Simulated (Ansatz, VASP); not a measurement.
## CoCl2: VASP beside Ansatz

One calculation is typed for both programs; each brings its own data sets. How far apart do they land? The cell is taken from a series of runs on this material, whose earlier steps may have relaxed, scaled, displaced or heated it; both programs get it as it stands.

Main program and level: Ansatz 0.2.0; plane waves, with VASP 6.6.1 beside it; relaxation of cell and atoms at LDA.

## (1) The starting structure

The structure is trigonal, space group P-3m1 (No. 164). The conventional cell has a = 3.362 Å, b = 3.362 Å, c = 5.604 Å, α = 90.00°, β = 90.00°, γ = 120.00°. Nearest to Co lie 6 Cl at 2.35 Å. Nearest to Cl lie 3 Co at 2.35 Å. Farther neighbours and most contacts between anions are not listed.

## (2) Ansatz: relaxation of cell and atoms, LDA

Ansatz runs on its default PAW (the set named soft_2) files.

The relaxed volume is the usual yardstick between codes: in a stiff, nearly cubic crystal its relative difference is about their pressure difference at one cell divided by the bulk modulus.

Input file input.yaml:

```yaml
crystal:
  lattice:
    - [3.3615920954, 0.0, 0.0]
    - [-1.6807960477, 2.9112241518, 0.0]
    - [0.0, 0.0, 5.604083603]
  atoms:
    - { symbol: Co, position: [0.0, 0.0, 0.0], spin: 2.63 }
    - { symbol: Cl, position: [0.6666666667, 0.3333333333, 0.7631212558], spin: 0.24 }
    - { symbol: Cl, position: [0.3333333333, 0.6666666667, 0.2368787442], spin: 0.24 }
kpoints:
  mp_grid: { grid: [15, 15, 8] }
hamiltonian:
  xc: lda
scf:
  occupations: { method: gaussian, width: 0.1 }
output:
  forces: true
  stress: true
  eigenvalues: true
  populations: true
  write_density: true
  write_potential: true
  elf: true
  volumetric_format: npy
magnetization:
  spin_polarized: true
relax:
  adjacent_minimum: "off"
  f_tol: 0.005
  max_steps: 80
  cell: { stress_tol: 0.05 }
```

Launch:

```console
$ ansatz run input.yaml --threads 2 --pin off --max-ram 5120MiB --backend cpu --events-out ev --progress --plain --runs-dir out
```

Numbers of over 12 decimals in the logs are rounded to 6 here.

Log:

```text
Engine: ansatz 0.2.0, x86_64-unknown-linux-gnu
Pseudopotentials: kind: paw
Pseudopotential: Co, paw, valence charge 17, recommended cutoff 420 eV (normal), Co.paw.azcp
Pseudopotential: Cl, paw, valence charge 7, recommended cutoff 420 eV (normal), Cl.paw.azcp
Functional definition: SPW92
  exchange = slater_x
  correlation = pw_c
Crystal: 3 atoms, lattice volume = 54.844 Å³
Basis set: ecut = 420 eV, 1099 PW (Γ)
Bands: 22, of which v1, the nominal top of the filled ones, is band 16 counted from 1 (15 counted from 0)
Symmetry: 12 space group operations
Space group: P-3m1 (ITA 164), of the structure as read, at distance tolerance 3.8e-5 Å
Magnetic group: BNS 164.85 (UNI 1315), of the structure as read, at distance tolerance 3.8e-5 Å
k-points: 192 of 1800
Non-local potential: Co, projectors of the file, l = 0: 3, l = 1: 2, l = 2: 3, l = 3: 1
Non-local potential: Cl, projectors of the file, l = 0: 2, l = 1: 2, l = 2: 2
PAW form: soft (Blöchl's): semilocal exchange-correlation on the pseudo side does not see the compensation charge
PAW frozen core: Co, regenerated for the run's functional, and the local potential with it (the file was generated under x = pbe(κ = 0.804, μ = 0.219515), c = pbe(β = 0.066725))
PAW frozen core: Cl, regenerated for the run's functional, and the local potential with it (the file was generated under x = pbe(κ = 0.804, μ = 0.219515), c = pbe(β = 0.066725))
PAW one-centre angular grid: Co, 590 points (default); XC on 64 Gauss nodes
PAW one-centre angular grid: Cl, 110 points (default); XC on 64 Gauss nodes
Initial density: superposition of atomic densities (chi_scale 0.1, normalization cell, long waves kept (reshape's long-wave potential 0.22 eV rms))
Starting moments: Σ|m| = 3.11 μB on 3 of 3 sites
Initial wavefunctions: pseudopotential atomic-orbital guess
Functional: x = slater, c = lda
SCF iter   1: F=—  HF=-7153.261196 eV  |F-HF|=—  |Δ(HF+E_count)|=         —  Δρ=1.40e-1 (↑7.16e-2 ↓1.40e-1)  dr2=2.74e1  dr2_m=7.02e-1  M=2.232 μB ∫|m|=2.233 μB  β_m=0.30  ethr=3.10e-3  ⟨swp⟩=5.9  Hψ=39106  notcnv=0
Mixer restart at iter 1: flushing history
preconditioner: auto → Kerker (q_TF=auto, 2.481 Å⁻¹)  [metal: Δε(μ)=0.001 eV  Ē_g=11.737 eV  σ=0.100 eV  W_gap=0.00  n_scr=22 (ndim 8)  ℏωp=24.0 eV  f_vac=0.031  D(μ)=7.25/eV (n_scr^D=110)]
spin=Collinear: Kerker preconditioning applied to the charge; magnetization (m = ρ↑ − ρ↓) channel mixes plain (no charge-response kernel on spin).
SCF iter   2: F=—  HF=-7153.097744 eV  |F-HF|=—  |Δ(HF+E_count)|=   1.63e-1  Δρ=5.30e-2 (↑2.45e-2 ↓5.30e-2)  dr2=7.53e0  dr2_m=1.76e-1  M=2.418 μB ∫|m|=2.422 μB  β_m=0.38  ethr=3.10e-3  ⟨swp⟩=3.0  Hψ=20916  notcnv=0  defer=685
SCF iter   3: F=—  HF=-7152.612209 eV  |F-HF|=—  |Δ(HF+E_count)|=   4.86e-1  Δρ=2.53e-2 (↑1.78e-2 ↓2.53e-2)  dr2=2.56e0  dr2_m=6.32e-2  M=2.385 μB ∫|m|=2.394 μB  β_m=0.54  ethr=3.10e-3  ⟨swp⟩=3.1  Hψ=15833  notcnv=0  defer=687
SCF iter   4: F=—  HF=-7152.097811 eV  |F-HF|=—  |Δ(HF+E_count)|=   5.14e-1  Δρ=1.85e-2 (↑1.71e-2 ↓1.85e-2)  dr2=4.88e-1  dr2_m=1.73e-3  M=2.341 μB ∫|m|=2.358 μB  β_m=0.77  ethr=3.10e-3  ⟨swp⟩=3.0  Hψ=15929  notcnv=0  defer=680
SCF iter   5: F=—  HF=-7152.262201 eV  |F-HF|=—  |Δ(HF+E_count)|=   1.64e-1  Δρ=1.20e-2 (↑1.20e-2 ↓6.44e-3)  dr2=6.12e-2  dr2_m=4.02e-2  M=2.497 μB ∫|m|=2.507 μB  β_m=0.89  ethr=1.58e-3  ⟨swp⟩=2.3  Hψ=19498  notcnv=0  defer=678
SCF iter   6: F=—  HF=-7152.322571 eV  |F-HF|=—  |Δ(HF+E_count)|=         —  Δρ=3.11e-2 (↑2.14e-2 ↓3.11e-2)  dr2=7.06e-2  dr2_m=3.36e-1  M=2.990 μB ∫|m|=3.000 μB  β_m=0.89  ethr=1.97e-4  ⟨swp⟩=2.1  Hψ=12800  notcnv=0  defer=679
Mixer restart at iter 6: flushing history
SCF iter   7: F=—  HF=-7152.337377 eV  |F-HF|=—  |Δ(HF+E_count)|=   1.48e-2  Δρ=1.12e-2 (↑1.12e-2 ↓2.30e-3)  dr2=3.17e-2  dr2_m=1.47e-2  M=2.997 μB ∫|m|=3.008 μB  β_m=0.94  ethr=1.97e-4  ⟨swp⟩=2.0  Hψ=16418  notcnv=0  defer=679
SCF iter   8: F=—  HF=-7152.352204 eV  |F-HF|=—  |Δ(HF+E_count)|=   1.48e-2  Δρ=1.06e-2 (↑8.33e-3 ↓1.06e-2)  dr2=1.05e-1  dr2_m=1.02e-3  M=3.000 μB ∫|m|=3.014 μB  β_m=0.72  ethr=1.02e-4  ⟨swp⟩=2.0  Hψ=19119  notcnv=0  defer=679
[...]
SCF iter  14: F=—  HF=-7152.319507 eV  |F-HF|=—  |Δ(HF+E_count)|=   1.57e-7  Δρ=1.16e-5 (↑1.97e-6 ↓1.16e-5)  dr2=4.48e-8  dr2_m=1.50e-8  M=2.998 μB ∫|m|=3.011 μB  β_m=0.97  ethr=3.46e-9  ⟨swp⟩=2.1  Hψ=11251  notcnv=0  defer=676
SCF iter  15: F=-7152.319507 eV  HF=-7152.319507 eV  |F-HF|=8.86e-9  |Δ(HF+E_count)|=   1.69e-8  Δρ=5.41e-6 (↑1.20e-6 ↓5.41e-6)  dr2=1.00e-8  dr2_m=2.84e-9  M=2.998 μB ∫|m|=3.011 μB  ethr=1.44e-10  ⟨swp⟩=11.6  Hψ=60345  notcnv=0
SCF 1 converged in 15 iterations: F = -7152.319507 eV  dr2 = 1.00e-8
  greatest PAW one-centre occupation: 1.004 electrons in one spin orbital (limit 2), on the Co atom at site 0 (counted from 0), in its partial waves of l = 1
relax step   1: F+E_penalty+E_count = -7152.31950738 eV  Δ(F+E_penalty+E_count) = +0.000e0 eV  max|allowed force component| = 2.160e-3 eV/Å  Δτ_max = 0.0000 Å  P = -0.006 GPa  Ω = 54.844 Å³  (15 SCF iters, dr2 threshold 1.00e-7 eV, accepted)
Initial density: handed on by an earlier stage of this run
Starting moments: Σ|m| = 3.11 μB on 3 of 3 sites; this step starts from the density that it was given
Initial wavefunctions: pseudopotential atomic-orbital guess (no wavefunctions were taken with the density)
iter 1 solved again at ethr=9.96e-8 eV; its pass at ethr=3.10e-3 eV (dr2=3.09e-5 eV) is discarded
SCF iter   1: F=—  HF=-7152.319510 eV  |F-HF|=—  |Δ(HF+E_count)|=         —  Δρ=2.22e-6 (↑9.07e-7 ↓2.22e-6)  dr2=2.37e-9  dr2_m=3.96e-10  M=2.998 μB ∫|m|=3.011 μB  β_m=0.65  ethr=9.96e-8  ⟨swp⟩=3.2  Hψ=63426  notcnv=0
eigensolver tolerance schedule: the retry pair's looser diagonalisation over-reported the residual by 13001.59 of it (diagonalisation noise at 0.72 of the residual, at the tolerance the schedule requests for it); recorded, not acted on — ethr = c·dr2/N_el stays at c = 1.0e-1
preconditioner: auto → none  [metal: Δε(μ)=0.002 eV  Ē_g=11.600 eV  σ=0.100 eV  W_gap=0.01  n_scr=2 (ndim 8)  ℏωp=24.0 eV  f_vac=0.056  D(μ)=6.45/eV (n_scr^D=98)]
SCF iter   2: F=—  HF=-7152.319507 eV  |F-HF|=—  |Δ(HF+E_count)|=   2.44e-6  Δρ=1.59e-6 (↑1.37e-6 ↓1.59e-6)  dr2=3.02e-9  dr2_m=1.19e-10  M=2.998 μB ∫|m|=3.011 μB  β_m=0.38  ethr=7.66e-12  ⟨swp⟩=3.0  Hψ=17763  notcnv=0
SCF iter   3: F=—  HF=-7152.319507 eV  |F-HF|=—  |Δ(HF+E_count)|=  6.22e-10  Δρ=9.44e-7 (↑2.71e-7 ↓9.44e-7)  dr2=2.15e-10  dr2_m=9.63e-11  M=2.998 μB ∫|m|=3.011 μB  β_m=0.54  ethr=7.66e-12  ⟨swp⟩=2.3  Hψ=12744  notcnv=0
SCF iter   4: F=—  HF=-7152.319507 eV  |F-HF|=—  |Δ(HF+E_count)|=  2.76e-10  Δρ=5.06e-7 (↑3.93e-7 ↓5.06e-7)  dr2=3.21e-10  dr2_m=1.29e-11  M=2.998 μB ∫|m|=3.011 μB  β_m=0.44  ethr=1.00e-12  ⟨swp⟩=2.0  Hψ=14217  notcnv=0
SCF iter   5: F=—  HF=-7152.319507 eV  |F-HF|=—  |Δ(HF+E_count)|=  5.64e-11  Δρ=2.56e-7 (↑1.31e-7 ↓2.56e-7)  dr2=6.06e-11  dr2_m=6.91e-12  M=2.998 μB ∫|m|=3.011 μB  β_m=0.72  ethr=1.00e-12  ⟨swp⟩=2.8  Hψ=12102  notcnv=0
SCF iter   6: F=—  HF=-7152.319507 eV  |F-HF|=—  |Δ(HF+E_count)|=  7.28e-12  Δρ=6.80e-8 (↑5.59e-8 ↓6.80e-8)  dr2=9.88e-12  dr2_m=2.99e-13  M=2.998 μB ∫|m|=3.011 μB  β_m=0.64  ethr=1.00e-12  ⟨swp⟩=2.0  Hψ=12396  notcnv=0
SCF iter   7: F=-7152.319507 eV  HF=-7152.319507 eV  |F-HF|=9.09e-13  |Δ(HF+E_count)|=  1.82e-12  Δρ=7.74e-8 (↑5.48e-8 ↓7.74e-8)  dr2=5.10e-12  dr2_m=5.81e-13  M=2.998 μB ∫|m|=3.011 μB  ethr=1.00e-12  ⟨swp⟩=4.0  Hψ=34170  notcnv=0
SCF 2 converged in 7 iterations: F = -7152.319507 eV  dr2 = 5.10e-12
relax step   2: F+E_penalty+E_count = -7152.31950738 eV  Δ(F+E_penalty+E_count) = -7.266e-9 eV  max|allowed force component| = 2.160e-3 eV/Å  Δτ_max = 0.0000 Å  P = -0.006 GPa  Ω = 54.844 Å³  stress off target by 6.51e-3 GPa  SCF on the basis re-selected at this cell (its energy is not comparable with the rows above)  (7 SCF iters)
basis re-selected at this cell: Δ(F+E_penalty+E_count) = -7.266e-9 eV, ΔP = +0.000 GPa vs the last step (what re-selecting the basis moved, of the pressure what is left beyond the Pulay correction that the steps carried, after the strain that the cell walked since its last selection, with what the two solves' SCF thresholds leave and, on support functions, any second-order correction that the steps lacked; it is no m [...]
SCF converged after 7 iterations
Magnetization: 2.9978 μB (16.9989 up, 14.0011 down)
Absolute magnetization: 3.0112 μB (∫|ρ↑−ρ↓|, with the PAW one-centre terms)
Spin contamination: 0.0086 ħ² per cell (⟨S²⟩ above its minimum at these occupations)
Per-site moments (μB) at R_I (Å): [(2.395258, 0.969945), (0.216435, 0.969945), (0.216435, 0.969945)]
Free energy (F): -7152.319507 eV
Harris-Foulkes:  -7152.319507 eV  (|F-HF|=9.09e-13)
Internal energy: -7152.287234 eV  (E = F + TS)
E sigma→0 (E₀):  -7152.303370 eV
Entropy (-TS):   -0.032274 eV (-10.758 meV/atom)
Fermi energy:    7.001656 eV
--- Per-component energies (eV) ---
  E_band       = -441.418675
  E_kinetic    = 769.327275
  E_local      = -5224.060948  (includes V_loc(G=0)·N_el)
  E_nonlocal   = 529.436675
  E_hartree    = 2208.131719
  E_xc         = -366.366348
  E_vxc        = -443.487943  (∫ρ·V_xc dr)
  E_paw        = -2705.725364  (= ΣΔE_a)
  E_vpaw       = -488.897498  (= ΣTr[D̂ρ^β])
  E_aug_tail   = 0.000242  (compensation charges beyond the density's cutoff)
  E_ewald      = -2363.829718
  E_core_change = 0.799234  (= ΣΔE_core)
  E_smearing   = -0.032274  (= −TS)
  E_closure    = -0.000000  (closes the sum)
  Σ components = -7152.319507   (vs F -7152.319507, Δ=0.00e0)
--- Forces (eV/Å), atoms counted from 1 ---
  atom   1  Co     0.00000000    -0.00000000     0.00000000
  atom   2  Cl     0.00000000    -0.00000000    -0.00215957
  atom   3  Cl     0.00000000     0.00000000     0.00215957
  max |Σ_I F_I| component: 9.25e-18 eV/Å
--- Stress (GPa, compression-positive) ---
       -0.006515       0.000000       0.000000
        0.000000      -0.006515      -0.000000
       -0.000000      -0.000000      -0.003740
  P = ⅓ Tr σ = -0.0056 GPa (-0.056 kbar)
--- Band table (eV; the first three rows and the last of 384) ---
  k-point 0 ↑: bands = [... 12 lower, 4.9040, 4.9040, 4.9596, 6.8138, 6.8138, 11.2901, 12.4392, 15.8739, ... 2 higher]
  k-point 1 ↑: bands = [... 12 lower, 4.8892, 4.8892, 4.9829, 6.8304, 6.8304, 11.4894, 12.4758, 15.8438, ... 2 higher]
  k-point 2 ↑: bands = [... 12 lower, 4.8543, 4.8543, 4.9961, 6.8697, 6.8697, 11.9822, 12.5707, 15.7750, ... 2 higher]
  k-point 191 ↓: bands = [... 12 lower, 6.7477, 6.9803, 6.9803, 8.4904, 8.4904, 14.0998, 14.3921, 14.3921, ... 2 higher]
--- Relaxed structure (1 steps of the walk, 1 accepted, 1 SCFs on fresh bases) ---
  F+E_penalty+E_count = -7152.31950738 eV   max|allowed force component| = 2.160e-3 eV/Å   (the final SCF, on the basis selected at the relaxed cell)
  cell:  # Å, volume = 54.8435 Å³
    - [3.361592, 0.0, 0.0]
    - [-1.680796, 2.911224, 0.0]
    - [0.0, 0.0, 5.604083603]
  atoms:
    - { symbol: Co, position: [0.0, 0.0, 0.0] }
    - { symbol: Cl, position: [0.666667, 0.333333, 0.763121] }
    - { symbol: Cl, position: [0.333333, 0.666667, 0.236879] }
--- Löwdin populations: 3 sites ---
  site symbol       q [e]    m [muB]
     0     Co     16.1174     2.3739
     1     Cl      7.3360     0.3157
     2     Cl      7.3360     0.3157
  spilling = 0.006790 (of n_electrons = 31.000000)
```

(Continued in part 2 of 2.)

[Lines on the potential files, build, host, timing and source positions are cut from VASP's logs without a mark.]

[Logs are printed without paths, hosts, clocks, repeated set-up lines and the standing remarks that a program may print on its own settings, such as how far it seeks lower states.]

[Hosts, paths, dates, database ids (printed as entryN), source tags and the programs' standing remarks are cut or masked in the printed files.]
